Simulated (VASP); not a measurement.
# AlN: GW quasiparticle gap, part 2 of 3

Wanted: how far GW moves the Kohn-Sham levels of AlN. The cell is of the zinc-blende type, one of the forms listed for this formula. The start is a computed cell from the Materials Project.

VASP 6.6.1, plane waves and PAW; the level of theory is named at each step.

So far, gap on the k-mesh (eV): step 3 (empty bands) 3.31.

## Step 4: G0W0, ENCUTGW 100, bands in the sums 48

This step: G0W0 on PBE; plane waves and PAW (Al_GW, N_GW) (VASP 6.6.1).

G0W0 keeps orbitals and screening fixed and shifts each of the lowest NBANDSGW levels once.

File INCAR:

```
SYSTEM = AlN
PREC = Accurate
ENCUT = 450
ISMEAR = 0
SIGMA = 0.01
LREAL = .FALSE.
GGA = PE
NBANDS = 48
ALGO = EVGW0
NELMGW = 1
ENCUTGW = 100
NOMEGA = 48
PRECFOCK = Fast
NBANDSGW = 16
LWAVE = .FALSE.
LCHARG = .FALSE.
```

File POSCAR:

```
AlN
1.0
    0.0000000000      2.1839935596      2.1839935596
    2.1839935596      0.0000000000      2.1839935596
    2.1839935596      2.1839935596      0.0000000000
Al N
1 1
Direct
    0.0000000000      0.0000000000      0.0000000000
    0.7500000000      0.7500000000      0.7500000000
```

File KPOINTS:

```
Automatic mesh
0
Gamma
6 6 6
0 0 0
```

Potentials, in the order of the species: Al_GW and N_GW (PBE family, release 64).

The run is started by

```sh
$ mpirun -np 8 vasp_std
```

The log of the run:

```text
[banner, memory and clock lines left out]
running    8 mpi-ranks, on    1 nodes
 distrk:  each k-point on    8 cores,    1 groups
 distr:  one band on    1 cores,    8 groups

 POSCAR found type information on POSCAR AlN
 POSCAR found :  2 types and       2 ions
 [... a notice as in an earlier step ...]

|                                                                             |
|           W    W    AA    RRRRR   N    N  II  N    N   GGGG   !!!           |
|           W    W   A  A   R    R  NN   N  II  NN   N  G    G  !!!           |
|           W    W  A    A  R    R  N N  N  II  N N  N  G       !!!           |
|           W WW W  AAAAAA  RRRRR   N  N N  II  N  N N  G  GGG   !            |
|           WW  WW  A    A  R   R   N   NN  II  N   NN  G    G                |
|           W    W  A    A  R    R  N    N  II  N    N   GGGG   !!!           |
|                                                                             |
|     The default for ENCUTGWSOFT is different in this version of VASP.       |
|     please manually set ENCUTGWSOFT =100 in the INCAR file.                 |
|                                                                             |

 LDA part: xc-table for (Slater+PW92), standard interpolation
 found WAVECAR, reading the header
 POSCAR, INCAR and KPOINTS ok, starting setup
 FFT: planning ... GRIDC
 FFT: planning ... GRID_SOFT
 FFT: planning ... GRID
 reading WAVECAR
 the WAVECAR file was read successfully
 initial charge from wavefunction
 available memory per node:     32.88 GB, setting MAXMEM to     33669

 The Fermi energy was updated, please check that it is located mid-gap
 values below the HOMO (VB) or above the LUMO (CB) will cause erroneous energies
 E-fermi :   6.6098

 calculate exact exchange contribution
 the WAVEDER file was read successfully
energies w=
    0.000    0.000    0.728    0.000    1.453    0.000    2.172    0.000
    2.882    0.000    3.583    0.000    4.272    0.000    4.949    0.000
    5.614    0.000    6.266    0.000    6.906    0.000    7.536    0.000
    8.157    0.000    8.770    0.000    9.379    0.000    9.983    0.000
   10.587    0.000   11.192    0.000   11.800    0.000   12.416    0.000
   13.041    0.000   13.680    0.000   14.335    0.000   15.012    0.000
   15.715    0.000   16.449    0.000   17.220    0.000   18.036    0.000
   18.905    0.000   19.839    0.000   20.848    0.000   21.949    0.000
   23.160    0.000   24.505    0.000   26.015    0.000   27.729    0.000
   29.699    0.000   31.994    0.000   34.711    0.000   37.987    0.000
   42.021    0.000   47.115    0.000   53.757    0.000   62.771    0.000
   75.689    0.000   95.702    0.000  130.743    0.000  207.524    0.000
 responsefunction array rank=      64
 LDA part: xc-table for (Slater+PW92), standard interpolation

 min. memory requirement per mpi rank     86.3 MB, per node    690.6 MB

 allocating   6 responsefunctions rank=    64
 shmem allocating  48 responsefunctions rank=    64
 response function shared by NCSHMEM nodes    1
 Doing            6  frequencies on each core in blocks of           48
NQ=   1    0.0000    0.0000    0.0000,
|.........|.........|.........|.........|.........|.........|.........|.........
 performed        100000 updates of chi_q(r,r)
 total number of BLAS operations          2.80 Gflops
NQ=   2    0.1667    0.0000    0.0000,
|.........|.........|.........|.........|.........|.........|.........|.........
 performed        305000 updates of chi_q(r,r)
 total number of BLAS operations          7.24 Gflops
NQ=   3    0.3333    0.0000    0.0000,
|.........|.........|.........|.........|.........|.........|.........|.........
 performed        510000 updates of chi_q(r,r)
 total number of BLAS operations         10.71 Gflops
NQ=   4    0.5000    0.0000    0.0000,
|.........|.........|.........|.........|.........|.........|.........|.........
 performed        678000 updates of chi_q(r,r)
 total number of BLAS operations         12.86 Gflops
NQ=   5    0.1667    0.1667    0.0000,
|.........|.........|.........|.........|.........|.........|.........|.........
 performed        883000 updates of chi_q(r,r)
 total number of BLAS operations         17.13 Gflops
NQ=   6    0.3333    0.1667    0.0000,
|.........|.........|.........|.........|.........|.........|.........|.........
 performed       1220000 updates of chi_q(r,r)
 total number of BLAS operations         23.34 Gflops
NQ=   7    0.5000    0.1667    0.0000,
|.........|.........|.........|.........|.........|.........|.........|.........
 performed       1557000 updates of chi_q(r,r)
 total number of BLAS operations         29.30 Gflops
NQ=   8   -0.3333    0.1667    0.0000,
|.........|.........|.........|.........|.........|.........|.........|.........
 performed       1894000 updates of chi_q(r,r)
 total number of BLAS operations         35.52 Gflops
NQ=   9   -0.1667    0.1667    0.0000,
|.........|.........|.........|.........|.........|.........|.........|.........
 performed       2182000 updates of chi_q(r,r)
 total number of BLAS operations         41.99 Gflops
NQ=  10    0.3333    0.3333    0.0000,
|.........|.........|.........|.........|.........|.........|.........|.........
 performed       2387000 updates of chi_q(r,r)
 total number of BLAS operations         45.16 Gflops
NQ=  11    0.5000    0.3333    0.0000,
|.........|.........|.........|.........|.........|.........|.........|.........
 performed       2724000 updates of chi_q(r,r)
 total number of BLAS operations         50.38 Gflops
NQ=  12   -0.3333    0.3333    0.0000,
|.........|.........|.........|.........|.........|.........|.........|.........
 performed       3012000 updates of chi_q(r,r)
 total number of BLAS operations         55.26 Gflops
NQ=  13    0.5000    0.5000    0.0000,
|.........|.........|.........|.........|.........|.........|.........|.........
 performed       3158000 updates of chi_q(r,r)
 total number of BLAS operations         57.14 Gflops
NQ=  14    0.5000    0.3333    0.1667,
|.........|.........|.........|.........|.........|.........|.........|.........
 performed       3541000 updates of chi_q(r,r)
 total number of BLAS operations         64.20 Gflops
NQ=  15   -0.3333    0.3333    0.1667,
|.........|.........|.........|.........|.........|.........|.........|.........
 performed       3899000 updates of chi_q(r,r)
 total number of BLAS operations         70.27 Gflops
NQ=  16   -0.3333    0.5000    0.1667,
|.........|.........|.........|.........|.........|.........|.........|.........
 performed       4188000 updates of chi_q(r,r)
 total number of BLAS operations         75.17 Gflops
 resolving degeneracies of screened two electron integrals

 calculate QP shifts <psi_nk| G(iteration)W_0 |psi_nk>: iteration 1
 entering main loop
```

Wall time 13 s (8 MPI ranks of Intel Xeon 6975P-C (Granite Rapids), shared host); peak memory 1.1 GiB.

From OUTCAR (step 4):

```text
The static configuration has the point symmetry T_d .

 Found     16 irreducible k-points:

   k-points           NKPTS =     16   k-points in BZ     NKDIM =    216   number of bands    NBANDS=     48

   NELECT =       8.0000    total number of electrons

 E-fermi :   6.6098

 QP shifts <psi_nk| G(iteration)W_0 |psi_nk>: iteration 1
 for sc-GW calculations column KS-energies equals QP-energies in previous step
 and V_xc(KS)=  KS-energies - (<T + V_ion + V_H > + <T+V_H+V_ion>^1  + <V_x>^1)
 k-point   1 :       0.0000    0.0000    0.0000
  band No.  KS-energies  QP-energies   sigma(KS)   V_xc(KS)     V^pw_x(r,r')   Z            occupation Imag(sigma)
      1     -10.0369     -11.3605     -16.6136     -14.7944     -24.7739       0.7276       2.0000       1.2667
      2       4.9525       4.3359     -17.5509     -16.7599     -20.7766       0.7795       2.0000       0.0768
      3       4.9525       4.3359     -17.5509     -16.7599     -20.7766       0.7795       2.0000       0.0768
      4       4.9525       4.3359     -17.5509     -16.7599     -20.7766       0.7795       2.0000       0.0768
      5       9.1393       9.9867     -11.4600     -12.5058      -7.8648       0.8103       0.0000      -0.0714
      6      17.5014      18.5863      -8.9224     -10.2759      -4.0489       0.8016       0.0000      -0.1324
      7      17.5014      18.5863      -8.9224     -10.2759      -4.0489       0.8016       0.0000      -0.1324
      8      17.5014      18.5863      -8.9224     -10.2759      -4.0489       0.8016       0.0000      -0.1324
    ...

 k-point   2 :       0.1667    0.0000    0.0000
  band No.  KS-energies  QP-energies   sigma(KS)   V_xc(KS)     V^pw_x(r,r')   Z            occupation Imag(sigma)
      1      -9.6397     -10.9261     -16.7803     -15.0025     -24.8824       0.7236       2.0000       1.2082
      2       3.0965       2.2614     -16.2326     -15.1461     -19.5751       0.7686       2.0000       0.0936
      3       4.8201       4.1809     -17.4748     -16.6541     -20.7257       0.7788       2.0000       0.0777
      4       4.8201       4.1809     -17.4748     -16.6541     -20.7257       0.7788       2.0000       0.0777
      5      10.5619      11.5466     -12.0325     -13.2611      -8.3273       0.8014       0.0000      -0.0771
      6      16.5923      17.6925      -9.5411     -10.9224      -4.7102       0.7965       0.0000      -0.1363
      7      17.6686      18.7378      -8.9894     -10.3306      -4.0135       0.7972       0.0000      -0.1542
      8      17.6686      18.7378      -8.9894     -10.3306      -4.0135       0.7972       0.0000      -0.1542
    ...

 k-point   3 :       0.3333    0.0000    0.0000
  band No.  KS-energies  QP-energies   sigma(KS)   V_xc(KS)     V^pw_x(r,r')   Z            occupation Imag(sigma)
      1      -8.6540      -9.8817     -17.3630     -15.6658     -25.3219       0.7233       2.0000       1.0620
      2       0.3998      -0.6776     -14.9817     -13.5248     -18.9720       0.7395       2.0000       0.1606
      3       4.5801       3.9046     -17.3628     -16.4920     -20.6652       0.7757       2.0000       0.0796
      4       4.5801       3.9046     -17.3628     -16.4920     -20.6652       0.7757       2.0000       0.0796
      5      11.9551      12.9531     -10.9275     -12.1702      -6.7842       0.8030       0.0000      -0.0891
      6      15.3477      16.4802     -10.9383     -12.4060      -6.0140       0.7716       0.0000      -0.1551
      7      16.6777      17.6212      -8.7355      -9.9107      -3.9007       0.8028       0.0000      -0.1455
      8      16.6777      17.6212      -8.7355      -9.9107      -3.9007       0.8028       0.0000      -0.1455
    ...

[... 7 parts as in an earlier step ...]

[... 5 further parts left out ...]
```

Numbers from this step:

* quasiparticle gap on the mesh: 4.451 eV
* smallest direct quasiparticle gap on the mesh: 5.651 eV
* gap of the starting orbitals on the mesh: 3.315 eV

GW takes the gap from 3.315 to 4.451 eV. The value holds for 48 bands, ENCUTGW = 100 eV and this mesh, and isn't shown to be converged in them.

## Step 5: Empty bands

This step: PBE; plane waves and PAW (Al_GW, N_GW) (VASP 6.6.1).

The empty bands are made again, for the run that follows.

File INCAR:

```
SYSTEM = AlN
PREC = Accurate
ENCUT = 450
ISMEAR = 0
SIGMA = 0.01
LREAL = .FALSE.
GGA = PE
NBANDS = 80
ALGO = Exact
NELM = 1
LWAVE = .TRUE.
LCHARG = .FALSE.
LOPTICS = .TRUE.
NEDOS = 1000
CSHIFT = 0.1
```

POSCAR is that of step 4.

KPOINTS is that of step 4.

The run is started by

```sh
$ mpirun -np 8 vasp_std
```

The log of the run:

```text
[banner, memory and clock lines left out]
running    8 mpi-ranks, on    1 nodes
[...]
[... a notice as in an earlier step ...]

 LDA part: xc-table for (Slater+PW92), standard interpolation
 found WAVECAR, reading the header
  number of bands has changed, file:    10 present:    80
  trying to continue reading WAVECAR, but it might fail
 POSCAR, INCAR and KPOINTS ok, starting setup
[...]
reading WAVECAR
 random initialization beyond band           10
 the WAVECAR file was read successfully
 initial charge from wavefunction
 entering main loop
       N       E                     dE             d eps       ncg     rms          rms(c)
DIA:   1    -0.148611251129E+02   -0.14861E+02    0.00000E+00     0   0.000E+00
   1 F= -.14861125E+02 E0= -.14861125E+02  d E =-.154525E-14
 writing wavefunctions
 optical routines
 imaginary and real dielectric function
 recalculating local potential from charge density
 direction            1
 direction            2
 direction            3
```

It took 1.8 s on 8 MPI ranks; peak memory 0.89 GiB.

OUTCAR, selected parts (step 5):

```text
  Total        0.3167673      0.3167673      0.3167673      0.0000000      0.0000000     -0.0000000
  in kB       24.3594125     24.3594125     24.3594125      0.0000000      0.0000000     -0.0000000
  external PRESSURE =      24.3594125 kB  Pullay stress =       0.0000000 kB

  FREE ENERGIE OF THE ION-ELECTRON SYSTEM (eV)
  ---------------------------------------------------
  free  energy   TOTEN  =       -14.8611251129 eV

  energy  without entropy=      -14.8611251129  energy(sigma->0) =      -14.86112511

[... 2 parts as in an earlier step ...]

[... 2 further parts left out ...]
[key lines of the parts left out:]
E-fermi :   5.0021
```

WAVECAR now holds 80 bands for 8 electrons.

## Step 6: G0W0, ENCUTGW 140, bands in the sums 80

This step: G0W0 on PBE; plane waves and PAW (Al_GW, N_GW) (VASP 6.6.1).

ENCUTGW rises to 140 eV and the bands with it, to about the number of plane waves under that cutoff.

File INCAR:

```
SYSTEM = AlN
PREC = Accurate
ENCUT = 450
ISMEAR = 0
SIGMA = 0.01
LREAL = .FALSE.
GGA = PE
NBANDS = 80
ALGO = EVGW0
NELMGW = 1
ENCUTGW = 140
NOMEGA = 48
PRECFOCK = Fast
NBANDSGW = 16
LWAVE = .FALSE.
LCHARG = .FALSE.
```

POSCAR is that of step 5.

KPOINTS is that of step 5.

The run is started by

```sh
$ mpirun -np 8 vasp_std
```

The log of the run:

```text
[banner, memory and clock lines left out]
running    8 mpi-ranks, on    1 nodes
[...]
[... a notice as in an earlier step ...]

|                                                                             |
|           W    W    AA    RRRRR   N    N  II  N    N   GGGG   !!!           |
|           W    W   A  A   R    R  NN   N  II  NN   N  G    G  !!!           |
|           W    W  A    A  R    R  N N  N  II  N N  N  G       !!!           |
|           W WW W  AAAAAA  RRRRR   N  N N  II  N  N N  G  GGG   !            |
|           WW  WW  A    A  R   R   N   NN  II  N   NN  G    G                |
|           W    W  A    A  R    R  N    N  II  N    N   GGGG   !!!           |
|                                                                             |
|     The default for ENCUTGWSOFT is different in this version of VASP.       |
|     please manually set ENCUTGWSOFT =140 in the INCAR file.                 |
|                                                                             |

[...]
total number of BLAS operations        212.96 Gflops
NQ=  12   -0.3333    0.3333    0.0000,
|.........|.........|.........|.........|.........|.........|.........|.........
 performed       5072000 updates of chi_q(r,r)
 total number of BLAS operations        238.39 Gflops
NQ=  13    0.5000    0.5000    0.0000,
|.........|.........|.........|.........|.........|.........|.........|.........
 performed       5321000 updates of chi_q(r,r)
 total number of BLAS operations        251.15 Gflops
NQ=  14    0.5000    0.3333    0.1667,
|.........|.........|.........|.........|.........|.........|.........|.........
 performed       5964000 updates of chi_q(r,r)
 total number of BLAS operations        282.46 Gflops
NQ=  15   -0.3333    0.3333    0.1667,
|.........|.........|.........|.........|.........|.........|.........|.........
 performed       6566000 updates of chi_q(r,r)
 total number of BLAS operations        314.86 Gflops
NQ=  16   -0.3333    0.5000    0.1667,
|.........|.........|.........|.........|.........|.........|.........|.........
 performed       7053000 updates of chi_q(r,r)
 total number of BLAS operations        339.80 Gflops
 resolving degeneracies of screened two electron integrals

 calculate QP shifts <psi_nk| G(iteration)W_0 |psi_nk>: iteration 1
 entering main loop
[key lines of the parts left out:]
E-fermi :   6.6098
```

Elapsed: 18 s, on 8 MPI ranks; peak memory 1.3 GiB; 2.3 min of CPU time.

Parts of OUTCAR (step 6):

```text
 QP shifts <psi_nk| G(iteration)W_0 |psi_nk>: iteration 1
 for sc-GW calculations column KS-energies equals QP-energies in previous step
 and V_xc(KS)=  KS-energies - (<T + V_ion + V_H > + <T+V_H+V_ion>^1  + <V_x>^1)
 k-point   1 :       0.0000    0.0000    0.0000
  band No.  KS-energies  QP-energies   sigma(KS)   V_xc(KS)     V^pw_x(r,r')   Z            occupation Imag(sigma)
      1     -10.0369     -11.5103     -16.8269     -14.7944     -24.7739       0.7249       2.0000       1.2741
      2       4.9525       4.1231     -17.8278     -16.7599     -20.7766       0.7767       2.0000       0.0898
      3       4.9525       4.1231     -17.8278     -16.7599     -20.7766       0.7767       2.0000       0.0898
      4       4.9525       4.1231     -17.8278     -16.7599     -20.7766       0.7767       2.0000       0.0898
      5       9.1393       9.8890     -11.5776     -12.5058      -7.8648       0.8077       0.0000      -0.0627
      6      17.5014      18.4733      -9.0615     -10.2759      -4.0489       0.8004       0.0000      -0.1289
      7      17.5014      18.4733      -9.0615     -10.2759      -4.0489       0.8004       0.0000      -0.1289
      8      17.5014      18.4733      -9.0615     -10.2759      -4.0489       0.8004       0.0000      -0.1289
    ...

[... 1 part as in an earlier step ...]

[... 2 further parts left out ...]
[key lines of the parts left out:]
E-fermi :   6.6098
```

The gap is now 4.599 eV, +148 meV against the GW run before.

## Step 7: Empty bands

This step: PBE; plane waves and PAW (Al_GW, N_GW) (VASP 6.6.1).

The empty bands are made again, for the run that follows.

File INCAR:

```
SYSTEM = AlN
PREC = Accurate
ENCUT = 450
ISMEAR = 0
SIGMA = 0.01
LREAL = .FALSE.
GGA = PE
NBANDS = 120
ALGO = Exact
NELM = 1
LWAVE = .TRUE.
LCHARG = .FALSE.
LOPTICS = .TRUE.
NEDOS = 1000
CSHIFT = 0.1
```

POSCAR is that of step 6.

KPOINTS is that of step 6.

The run is started by

```sh
$ mpirun -np 8 vasp_std
```

The log of the run:

```text
[banner, memory and clock lines left out]
running    8 mpi-ranks, on    1 nodes
[...]
[... a notice as in an earlier step ...]

 LDA part: xc-table for (Slater+PW92), standard interpolation
 found WAVECAR, reading the header
  number of bands has changed, file:    10 present:   120
  trying to continue reading WAVECAR, but it might fail
 POSCAR, INCAR and KPOINTS ok, starting setup
[...]
reading WAVECAR
 random initialization beyond band           10
 the WAVECAR file was read successfully
 initial charge from wavefunction
 entering main loop
       N       E                     dE             d eps       ncg     rms          rms(c)
[... 1 cycle as in an earlier step ...]
   1 F= -.14861125E+02 E0= -.14861125E+02  d E =-.748749E-36
 writing wavefunctions
 optical routines
 imaginary and real dielectric function
 recalculating local potential from charge density
 direction            1
 direction            2
 direction            3
```

The job ended after 1.6 s (8 MPI ranks; peak memory 0.87 GiB; 8.9 s of CPU time).

From OUTCAR (step 7):

```text
[... 5 parts as in an earlier step ...]

[... 2 further parts left out ...]
[key lines of the parts left out:]
E-fermi :   5.0384
```

WAVECAR now holds 120 bands for 8 electrons.

[end of part 2 of 3]

[Lines on the potential files, build, host, timing and source positions are cut from VASP's logs without a mark.]

[Logs are printed without paths, hosts, clocks, repeated set-up lines and the standing remarks that a program may print on its own settings, such as how far it seeks lower states.]

[Hosts, paths, dates, database ids (printed as entryN), source tags and the programs' standing remarks are cut or masked in the printed files.]

[Pressures printed for these runs are not shown converged in the cutoff: they can be off by several GPa and have the wrong sign.]
